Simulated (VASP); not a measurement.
Write the native input for VASP 6.6.1 that does the following.

| Item | Value |
| --- | --- |
| Task | single point |
| Functional | PBEsol |
| Potentials or basis | VASP PAW PBE potentials, release 64 (Rh_pv, O, H) |
| Cutoff | 520 eV |
| k mesh | 2 × 2 × 1 |
| Occupations | fermi-dirac, width 0.05 eV |
| Spin | no spin polarisation |
| Dipole correction | no |
| Further INCAR settings | ALGO = Fast; EDIFF = 1e-06; NBANDS = 106 |

The structure of HRh12O lies in POSCAR:

```
HRh12O
1.0
    5.3740120000      0.0000000000      0.0000000000
    2.6870060000      4.6540310000      0.0000000000
    0.0000000000      0.0000000000     17.3878620000
Rh O H
12 1 1
Direct
    0.1666630824      0.1666727188      0.0575113835
    0.6666619659      0.1666727188      0.0575113835
    0.1666641894      0.6666693883      0.0575113835
    0.6666630729      0.6666693883      0.0575113835
   -0.1572189363      0.3290266008      0.1723328607
    0.3303848642      0.3289191671      0.1725686574
   -0.1658942875      0.8331272396      0.1755995073
    0.3311560766      0.8404757080      0.1723098562
    0.0008318125     -0.0004727085      0.2958155523
    0.4993163489     -0.0006446025      0.2966149605
    0.0005162243      0.4985570573      0.2963561593
    0.4994356330      0.4991157128      0.2849976610
    0.4758237358      0.5272848419      0.4670614478
    0.6016526009      0.4430997559      0.5118225576
```

The cell was built by a generator and needn't be a form met in nature.

The input as run:

INCAR

```
SYSTEM = HRh12O
ALGO = Fast
EDIFF = 1E-6
ENCUT = 520
GGA = PS
ISIF = 2
ISMEAR = -1
LASPH = .True.
LCHARG = .False.
LREAL = .False.
LWAVE = .False.
NBANDS = 106
NELM = 100
PREC = Accurate
SIGMA = 0.05
```

KPOINTS

```
k-points
0
Gamma
  2 2 1
  0 0 0
```

Potentials or basis: VASP PAW PBE potentials, release 64 (Rh_pv, O, H).

Launch:

```sh
$ cat potpaw_PBE.64/Rh_pv/POTCAR potpaw_PBE.64/O/POTCAR potpaw_PBE.64/H/POTCAR > POTCAR
$ mpirun -np 1 vasp_std > vasp.out
```

Results of the run:

```
Largest force          : 3.724 eV/Å
Band gap on the k mesh : none (metal or under the smearing width)
```

Caveat: the k mesh is coarse (spacing up to 0.68 Å⁻¹), so the values aren't converged; the PAW data sets were made with another functional, which shifts forces and pressure a little; an odd number of electrons without spin polarisation forces a metal; a magnetic or distorted state may lie lower.

It took 5.5 min on 1 thread of Intel(R) Xeon(R) 6975P-C (Granite Rapids) (shared host), peak memory 0.57 GiB.
